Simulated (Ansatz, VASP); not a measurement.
# Cross-check of Ga between VASP and Ansatz, part 2 of 2

One calculation is typed for both programs; each brings its own data sets. How far apart do they land? The structure shown is frame 100 of Ansatz's trajectory.

VASP 6.6.1 and Ansatz 0.2.0.

So far: The structure; Ansatz: dynamics, PBE.

## 3. VASP: single point, PBE

Level of this step: PBE; plane waves and PAW (Ga_d) (VASP).

The same cell, functional, mesh and smearing now go to VASP, with its own data sets.

Lines of VASP's logs that name or quote its potential files are left out, and so is its time.

File INCAR:

```
SYSTEM = Ga
PREC = Accurate
ENCUT = 400
EDIFF = 1E-06
NELM = 120
ISMEAR = -1
SIGMA = 0.05
LREAL = Auto
ALGO = Normal
GGA = PE
NBANDS = 576
LORBIT = 11
LWAVE = .FALSE.
LCHARG = .FALSE.
ISIF = 2
LASPH = .TRUE.
GGA_COMPAT = .FALSE.
EFERMI = MIDGAP
NCORE = 2
```

File POSCAR:

```
Ga
1.0
   11.3778000000      0.0000000000      0.0000000000
    0.0000000000     11.3778000000      0.0000000000
    0.0000000000      0.0000000000     11.3778000000
Ga
76
Direct
    0.9740459491      0.4290899822      0.0776336374
    0.1111199002      0.5592381656      0.3324104836
    0.9404630069      0.1780572694      0.8533020443
    0.6521823200      0.8487317408      0.4987783227
    0.4624444093      0.7362583276      0.9924677881
    0.3158958674      0.0386542214      0.9904287296
    0.1039656173      0.4917031412      0.5872224859
    0.9112042750      0.7785863699      0.1436042117
    0.5157148131      0.3223206595      0.4361739528
    0.9752412593      0.3814533565      0.3059290900
    0.7165181318      0.6802193746      0.0955545009
    0.3778322699      0.2379106681      0.0917136881
    0.4503594720      0.6848424124      0.3911916188
    0.3039251876      0.8835099931      0.7841586247
    0.3309602911      0.4190001582      0.2563764524
    0.1123064213      0.2422788237      0.0093075990
    0.1185554325      0.2652182320      0.6610153105
    0.2410395683      0.9878447503      0.5593172670
    0.8418235511      0.2140132539      0.2880345937
    0.4235265165      0.8746418464      0.4717432193
    0.5233437044      0.0236425319      0.0829070646
    0.3088470530      0.2492309585      0.8380442616
    0.9725518114      0.4293712317      0.8120462655
    0.8806799205      0.2064722530      0.0772557085
    0.5645731161      0.5405878114      0.2218794495
    0.4728506390      0.0615760516      0.8102093551
    0.3229710489      0.6748053226      0.2064458858
    0.6799381251      0.3497776372      0.3030199160
    0.3372796147      0.4849179982      0.5119091564
    0.6655592470      0.0606356238      0.2401518747
    0.1596266414      0.3118704846      0.4510889627
    0.1439821407      0.7377173091      0.5652938178
    0.4263302220      0.5086572097      0.9873349857
    0.6191267205      0.2267134244      0.1066638542
    0.7873490481      0.2634604229      0.6952750092
    0.5438661253      0.3208089437      0.6619733165
    0.2368911389      0.1925504052      0.2673012357
    0.5576912936      0.8279368595      0.8101038865
    0.8712668530      0.5808767952      0.9503594720
    0.2083882649      0.4657842465      0.0454393644
    0.3065267451      0.4585332841      0.7249995605
    0.3663801438      0.7057515513      0.6244440929
    0.6262282691      0.5680447890      0.4729561075
    0.0854031535      0.8283675227      0.8816642936
    0.8563782102      0.5151698922      0.5369755137
    0.6959253986      0.1556979381      0.8761711403
    0.1067341665      0.0395243369      0.0984021516
    0.0347958305      0.0793914465      0.5246444831
    0.9728154828      0.9669971348      0.7318989611
    0.7526235300      0.4759531720      0.7832885092
    0.1590905096      0.0830564784      0.8071331892
    0.2518764612      0.8328235687      0.0535692313
    0.8899347853      0.7381391833      0.3727170455
    0.7170542636      0.6859586212      0.6556979381
    0.8071859235      0.5515565399      0.3022992143
    0.3441438591      0.2008121078      0.5486034207
    0.8794142980      0.8488635764      0.5656717467
    0.7797553130      0.0829158537      0.4795215244
    0.0873806887      0.6614547628      0.0846121394
    0.5755418446      0.0552479390      0.5683084603
    0.8990050801      0.9774912549      0.0012480444
    0.2182583628      0.9821933942      0.3413928879
    0.4511241189      0.0977517622      0.3580920740
    0.6632565171      0.8771906695      0.0078222503
    0.5251718258      0.3103060346      0.9042872963
    0.1854576456      0.6196804303      0.8436780397
    0.5263495579      0.5735203642      0.7861097928
    0.6658492855      0.7589428536      0.3059115119
    0.9719277892      0.6946421980      0.7474731495
    0.8186644167      0.7992318374      0.8824553077
    0.8852326460      0.0030234316      0.2386313699
    0.9206700768      0.2779887149      0.5235634305
    0.1247165533      0.7955404384      0.2941869254
    0.4451124119      0.8819806993      0.2482377964
    0.6786725026      0.4462725659      0.0138163793
    0.7154282902      0.9641934293      0.7196558210
```

File KPOINTS:

```
Automatic mesh
0
Gamma
1 1 1
0 0 0
```

PAW data sets: Ga_d (PBE family, release 64).

Command:

```
> mpirun -np 8 vasp_gam
```

Numbers of over 12 decimals in the logs are rounded to 6 here.

Output:

```text
[banner, memory and clock lines left out]
running    8 mpi-ranks, on    1 nodes
[...]
LDA part: xc-table for (Slater+PW92), standard interpolation
 POSCAR, INCAR and KPOINTS ok, starting setup
[...]
entering main loop
       N       E                     dE             d eps       ncg     rms          rms(c)
DAV:   1     0.141491801145E+05    0.14149E+05   -0.36907E+05  1152   0.327E+03
DAV:   2     0.298901211314E+04   -0.11160E+05   -0.10854E+05  1152   0.835E+02
DAV:   3     0.176742344293E+03   -0.28123E+04   -0.26661E+04  1288   0.255E+02
DAV:   4    -0.176087566902E+03   -0.35283E+03   -0.31546E+03  1272   0.860E+01
[...]
DAV:  17    -0.205224542648E+03   -0.58564E-05   -0.21730E-04  1264   0.775E-02    0.409E-03
DAV:  18    -0.205224556617E+03   -0.13968E-04   -0.14995E-04  1976   0.297E-02    0.350E-03
DAV:  19    -0.205224556778E+03   -0.16074E-06   -0.63354E-06  1032   0.122E-02
   1 F= -.20522456E+03 E0= -.20508802E+03  d E =-.273068E+00
```

OUTCAR, selected parts (step 3):

```text
  Total       35.7464835     41.5134463     42.4766665      2.4964704      0.6928289      0.1716488
  in kB       38.8838287     45.1569379     46.2046966      2.7155770      0.7536361      0.1867138
  external PRESSURE =      43.4151544 kB  Pullay stress =       0.0000000 kB

 POSITION                                       TOTAL-FORCE (eV/Angst)
 -----------------------------------------------------------------------------------
     11.08250      4.88210      0.88330         0.152748      0.040802      0.297801
      1.26430      6.36290      3.78210         0.223911     -0.114484     -0.091148
     10.70040      2.02590      9.70870         0.426931     -0.029584     -0.175556
      7.42040      9.65670      5.67500        -0.132902      0.036612      0.840044
      5.26160      8.37700     11.29210        -0.141201     -0.266093      0.403890
      3.59420      0.43980     11.26890         0.069187     -0.096456     -0.294222
      1.18290      5.59450      6.68130        -0.456908      0.391199      0.038344
     10.36750      8.85860      1.63390        -0.055275      0.554474      0.217231
      5.86770      3.66730      4.96270        -0.495856      0.137701      0.370273
     11.09610      4.34010      3.48080         0.598103      0.341389      0.019635
      8.15240      7.73940      1.08720        -0.445491     -0.438914     -0.153458
      4.29890      2.70690      1.04350         0.100298      0.381027      0.097398
      5.12410      7.79200      4.45090         0.235420     -1.236666     -0.415757
      3.45800     10.05240      8.92200         0.042130     -0.199700     -0.105150
[...]
-----------------------------------------------------------------------------------
    total drift:                               -0.006470     -0.006069      0.001741

  FREE ENERGIE OF THE ION-ELECTRON SYSTEM (eV)
  ---------------------------------------------------
  free  energy   TOTEN  =      -205.2245567776 eV

  energy  without entropy=     -204.9514887215  energy(sigma->0) =     -205.08802275

[... 3 further parts left out ...]
[key lines of the parts left out:]
E-fermi :   5.3801
```

The gap is under twice the smearing width, so the edge states are partly filled and the run can't tell a small gap from a semimetal.

## 4. Side by side

Known differences besides the potentials themselves: the cutoff is 420 eV in Ansatz and 400 eV in VASP (PREC = Accurate, projectors in real space). Total energies have different zeros and are not compared.

Forces on 8 of the 76 atoms, those with the largest forces and the largest differences (eV/Å; atoms numbered as in POSCAR):

| atom | Ansatz x, y, z | VASP x, y, z |
| --- | --- | --- |
| Ga13 | 0.239, -1.227, -0.415 | 0.235, -1.237, -0.416 |
| Ga20 | -0.146, 1.396, 0.867 | -0.148, 1.408, 0.876 |
| Ga23 | 0.806, 0.016, -0.648 | 0.818, 0.010, -0.651 |
| Ga30 | 0.098, -0.629, 1.351 | 0.098, -0.635, 1.362 |
| Ga31 | -0.210, 0.077, -1.017 | -0.207, 0.078, -1.028 |
| Ga34 | 0.072, 1.065, -0.251 | 0.075, 1.073, -0.252 |
| Ga60 | -0.609, 0.253, -0.178 | -0.620, 0.261, -0.176 |
| Ga71 | 0.751, -0.771, 0.197 | 0.761, -0.782, 0.201 |

The forces differ by 4.5 meV/Å r.m.s., which is 1.1 % of the r.m.s. force of 0.402 eV/Å (both taken over all components).

## 5. Outcome

* r.m.s. force difference (single point, PBE): 1.1 % of the r.m.s. force

What this shows: The r.m.s. force difference is 1.1 % of the r.m.s. force (single point, PBE), within the 3 % picked in this series as the mark of a large difference. 2 further runs of this series are not shown here. Such differences can come from data sets, numerical settings and the points named under the comparisons, not from the functional's error against experiment.

[Lines on the potential files, build, host, timing and source positions are cut from VASP's logs without a mark.]

[Logs are printed without paths, hosts, clocks, repeated set-up lines and the standing remarks that a program may print on its own settings, such as how far it seeks lower states.]

[Hosts, paths, dates, database ids (printed as entryN), source tags and the programs' standing remarks are cut or masked in the printed files.]
